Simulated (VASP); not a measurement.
OSZICAR of a VASP run on SnTe (rock salt):

OSZICAR:
```
       N       E                     dE             d eps       ncg     rms          rms(c)
DAV:   1     0.123080259080E+03    0.12308E+03   -0.96751E+03   836   0.167E+03
DAV:   2     0.182705049775E+01   -0.12125E+03   -0.11937E+03   836   0.381E+02
DAV:   3    -0.839566559227E+01   -0.10223E+02   -0.10156E+02  1082   0.995E+01
DAV:   4    -0.863690143217E+01   -0.24124E+00   -0.24112E+00   920   0.169E+01
DAV:   5    -0.864762043694E+01   -0.10719E-01   -0.10719E-01  1222   0.340E+00    0.728E+00
DAV:   6    -0.861297968774E+01    0.34641E-01   -0.49578E-02  1152   0.210E+00    0.453E+00
DAV:   7    -0.860529211470E+01    0.76876E-02   -0.29277E-02  1012   0.127E+00    0.290E-01
DAV:   8    -0.860424929346E+01    0.10428E-02   -0.60165E-03  1026   0.755E-01    0.162E-01
DAV:   9    -0.860428638326E+01   -0.37090E-04   -0.37522E-04   986   0.210E-01    0.631E-02
DAV:  10    -0.860427599749E+01    0.10386E-04   -0.41662E-05  1078   0.755E-02    0.336E-02
DAV:  11    -0.860427624490E+01   -0.24741E-06   -0.64344E-06   980   0.278E-02
   1 F= -.20425416E+01 E0= -.20419710E+01  d E =-.204254E+01
       N       E                     dE             d eps       ncg     rms          rms(c)
DAV:   1    -0.182540899324E+02   -0.96498E+01   -0.19172E+02  1028   0.195E+02    0.239E+01
DAV:   2    -0.851257113760E+01    0.97415E+01   -0.23175E+01   992   0.161E+02    0.799E+00
DAV:   3    -0.694028242095E+01    0.15723E+01   -0.31105E+00  1032   0.326E+01    0.238E+00
DAV:   4    -0.679752142113E+01    0.14276E+00   -0.36218E-01  1262   0.684E+00    0.232E+00
DAV:   5    -0.678759805269E+01    0.99234E-02   -0.13795E-02   934   0.117E+00    0.130E+00
DAV:   6    -0.677917355406E+01    0.84245E-02   -0.66043E-03  1242   0.118E+00    0.117E-01
DAV:   7    -0.677908518508E+01    0.88369E-04   -0.49464E-04   974   0.298E-01    0.576E-02
DAV:   8    -0.677906305965E+01    0.22125E-04   -0.62000E-05   946   0.822E-02    0.257E-02
DAV:   9    -0.677906178572E+01    0.12739E-05   -0.54701E-06   940   0.441E-02    0.126E-02
DAV:  10    -0.677906180719E+01   -0.21473E-07   -0.12717E-06   466   0.116E-02
   2 F= -.16702859E+01 E0= -.16686694E+01  d E =0.372256E+00
       N       E                     dE             d eps       ncg     rms          rms(c)
DAV:   1    -0.123439363706E+02   -0.55649E+01   -0.11026E+02  1016   0.245E+02    0.128E+01
DAV:   2    -0.912509891997E+01    0.32188E+01   -0.58838E+00   998   0.438E+01    0.515E+00
DAV:   3    -0.825352550367E+01    0.87157E+00   -0.24514E+00  1110   0.259E+01    0.730E-01
DAV:   4    -0.822471068327E+01    0.28815E-01   -0.85370E-02   882   0.253E+00    0.114E+00
DAV:   5    -0.821333144935E+01    0.11379E-01   -0.55259E-03  1246   0.863E-01    0.564E-01
DAV:   6    -0.821158449421E+01    0.17470E-02   -0.33354E-03  1004   0.975E-01    0.340E-02
DAV:   7    -0.821156522523E+01    0.19269E-04   -0.49308E-05   940   0.756E-02    0.154E-02
DAV:   8    -0.821156444869E+01    0.77654E-06   -0.97438E-06  1070   0.396E-02
   3 F= -.22017215E+01 E0= -.22011189E+01  d E =-.159180E+00
       N       E                     dE             d eps       ncg     rms          rms(c)
DAV:   1    -0.819264425823E+01    0.18921E-01   -0.47454E-02  1022   0.403E+00    0.303E-01
DAV:   2    -0.819095621596E+01    0.16880E-02   -0.29610E-03   992   0.110E+00    0.112E-01
DAV:   3    -0.819054719555E+01    0.40902E-03   -0.10371E-03  1024   0.584E-01    0.215E-02
DAV:   4    -0.819053181531E+01    0.15380E-04   -0.45902E-05  1028   0.639E-02    0.246E-02
DAV:   5    -0.819052623826E+01    0.55771E-05   -0.25201E-06   806   0.178E-02    0.791E-03
DAV:   6    -0.819052588546E+01    0.35279E-06   -0.55953E-07   406   0.113E-02
   4 F= -.22021508E+01 E0= -.22015482E+01  d E =-.159609E+00
       N       E                     dE             d eps       ncg     rms          rms(c)
DAV:   1    -0.818000930627E+01    0.10517E-01   -0.12716E-02  1028   0.209E+00    0.158E-01
DAV:   2    -0.817955194547E+01    0.45736E-03   -0.80158E-04   992   0.574E-01    0.583E-02
DAV:   3    -0.817944159224E+01    0.11035E-03   -0.28134E-04  1030   0.304E-01    0.110E-02
DAV:   4    -0.817943744945E+01    0.41428E-05   -0.12411E-05  1022   0.333E-02    0.126E-02
DAV:   5    -0.817943593261E+01    0.15168E-05   -0.47678E-07   406   0.922E-03    0.306E-03
DAV:   6    -0.817943585132E+01    0.81291E-07   -0.37059E-07   406   0.918E-03
   5 F= -.22021735E+01 E0= -.22015708E+01  d E =-.159632E+00
```

Task: Which electronic solver shows in the log?

Result: It is blocked Davidson (ALGO = Normal, or the opening steps of other solvers). The INCAR had ALGO = Normal.

Task: Can the final energy be trusted as converged?

Result: Self-consistency was reached. It stopped with EDIFF = 1E-6, NELM = 100, NSW = 40 and EDIFFG = -0.02 after 5 ionic steps (LDA (Ceperley-Alder, Perdew-Zunger), plane waves, VASP's LDA PAW potentials (set 64)). Energy and stress use the plane-wave basis of the starting cell.

The compound is SnTe in the rock salt structure, which distorts at low temperature. This run relaxes it under an external pressure of 20 GPa. Symmetry was kept, so distortions that lower it aren't found.
